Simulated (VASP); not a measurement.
These are PBEsol GGA, VASP's PBE PAW potentials (set 64) (plane waves; VASP 6.6.1) values and carry that method's errors.

The input files of a VASP run:

**KPOINTS**
```
Regular mesh
0
gamma
  11 11 11
```

File POSCAR:
```
Ba
1
   -2.4722012783     2.4722012783     2.4722012783
    2.4722012783    -2.4722012783     2.4722012783
    2.4722012783     2.4722012783    -2.4722012783
Ba
1
Direct
  0.0000000000   0.0000000000   0.0000000000
```

INCAR:
```
# general
SYSTEM   =  Ba
PREC     =  Accurate
ENCUT    =  520
LREAL    =  .False.
LASPH    =  .True.   # aspherical one-centre terms

# electronic loop
EDIFF    =  1E-7   # SCF stop (eV)
NELM     =  100
ALGO     =  Normal
LMAXMIX  =  4   # l cut-off of mixed one-centre charges

# smearing
ISMEAR   =  1
SIGMA    =  0.1   # width (eV)

# functional
GGA      =  PS   # PBEsol

# ions
ISIF     =  2   # forces and stress, cell fixed

# output
LWAVE    =  .False.
LCHARG   =  .False.
```

POTCAR, in this order: Ba_sv (PBE.64 set). Program: vasp_std.

Output of the run:

File OUTCAR:
```
 ion  position               nearest neighbor table
   1  0.000  0.000  0.000-
  LATTYP: Found a body centered cubic cell.
 ALAT       =     4.9444025566
 Subroutine PRICEL returns:
 Original cell was already a primitive cell.
 Subroutine GETGRP returns: Found 48 space group operations
The static configuration has the point symmetry O_h .
The dynamic configuration has the point symmetry O_h .
 Subroutine INISYM returns: Found 48 space group operations
 Subroutine IBZKPT returns following result:
 Found     56 irreducible k-points:

 Following reciprocal coordinates:
            Coordinates               Weight
  0.000000  0.000000  0.000000      1.000000
  0.090909  0.000000  0.000000     12.000000
  0.181818  0.000000  0.000000     12.000000
  0.272727  0.000000  0.000000     12.000000
  0.363636  0.000000  0.000000     12.000000
  0.454545  0.000000  0.000000     12.000000
  0.090909  0.090909  0.000000     24.000000
  0.181818  0.090909  0.000000     48.000000
  0.272727  0.090909  0.000000     48.000000
  0.363636  0.090909 -0.000000     48.000000
  0.454545  0.090909  0.000000     24.000000
  0.181818  0.181818  0.000000     24.000000
  0.272727  0.181818 -0.000000     48.000000
  0.363636  0.181818  0.000000     48.000000
  0.272727  0.272727  0.000000     24.000000
  0.363636  0.272727  0.000000     24.000000
  0.090909  0.090909  0.090909      8.000000
  0.181818  0.090909  0.090909     24.000000
  0.272727  0.090909  0.090909     24.000000
  0.363636  0.090909  0.090909     24.000000
 -0.090909  0.090909  0.090909      6.000000
  0.181818  0.181818  0.090909     24.000000
  0.272727  0.181818  0.090909     48.000000
  0.363636  0.181818  0.090909     24.000000
 -0.181818  0.181818  0.090909     24.000000
...
```

**OSZICAR**
```
       N       E                     dE             d eps       ncg     rms          rms(c)
DAV:   1     0.591396023208E+02    0.59140E+02   -0.44128E+03  1008   0.923E+02
DAV:   2     0.235713241821E-01   -0.59116E+02   -0.58395E+02  1246   0.151E+02
DAV:   3    -0.209500731523E+01   -0.21186E+01   -0.20988E+01  1249   0.343E+01
DAV:   4    -0.214968316205E+01   -0.54676E-01   -0.54666E-01  1546   0.458E+00
DAV:   5    -0.215153673705E+01   -0.18536E-02   -0.18528E-02  1444   0.470E-01    0.167E+00
DAV:   6    -0.215009663908E+01    0.14401E-02   -0.28098E-03  1389   0.620E-01    0.987E-01
DAV:   7    -0.214931593457E+01    0.78070E-03   -0.58254E-03  1199   0.879E-01    0.405E-02
DAV:   8    -0.214941654393E+01   -0.10061E-03   -0.30035E-04  1618   0.115E-01    0.138E-02
DAV:   9    -0.214941935287E+01   -0.28089E-05   -0.45499E-06  1411   0.215E-02    0.608E-03
DAV:  10    -0.214941946818E+01   -0.11531E-06   -0.72227E-07  1421   0.690E-03    0.129E-03
DAV:  11    -0.214941936320E+01    0.10498E-06   -0.13143E-07   898   0.314E-03    0.587E-04
DAV:  12    -0.214941926628E+01    0.96917E-07   -0.24595E-08   663   0.147E-03
   1 F= -.21494193E+01 E0= -.21500629E+01  d E =0.193098E-02
```

**OUTCAR**
```
------------------------ aborting loop because EDIFF is reached ----------------------------------------
  FORCE on cell =-STRESS in cart. coord.  units (eV):
  Direction    XX          YY          ZZ          XY          YZ          ZX
  --------------------------------------------------------------------------------------
  Total       -0.1051889     -0.1051889     -0.1051889      0.0000000      0.0000000     -0.0000000
  in kB       -2.7884904     -2.7884904     -2.7884904      0.0000000      0.0000000     -0.0000000
  external PRESSURE =      -2.7884904 kB  Pullay stress =       0.0000000 kB
  volume of cell :       60.44
      direct lattice vectors                 reciprocal lattice vectors
    -2.472201278  2.472201278  2.472201278     0.000000000  0.202248904  0.202248904
     2.472201278 -2.472201278  2.472201278     0.202248904  0.000000000  0.202248904
     2.472201278  2.472201278 -2.472201278     0.202248904  0.202248904  0.000000000
 POSITION                                       TOTAL-FORCE (eV/Angst)
 -----------------------------------------------------------------------------------
      0.00000      0.00000      0.00000         0.000000     -0.000000      0.000000
 -----------------------------------------------------------------------------------
    total drift:                                0.000000      0.000000     -0.000000
  FREE ENERGIE OF THE ION-ELECTRON SYSTEM (eV)
  ---------------------------------------------------
  free  energy   TOTEN  =        -2.1494192663 eV

  energy  without entropy=       -2.1513502448  energy(sigma->0) =       -2.15006293
```
(Selected blocks of OUTCAR.)

The compound is Ba in the bcc structure. This cell is one point of a volume scan, at 1.03 of the reference volume.
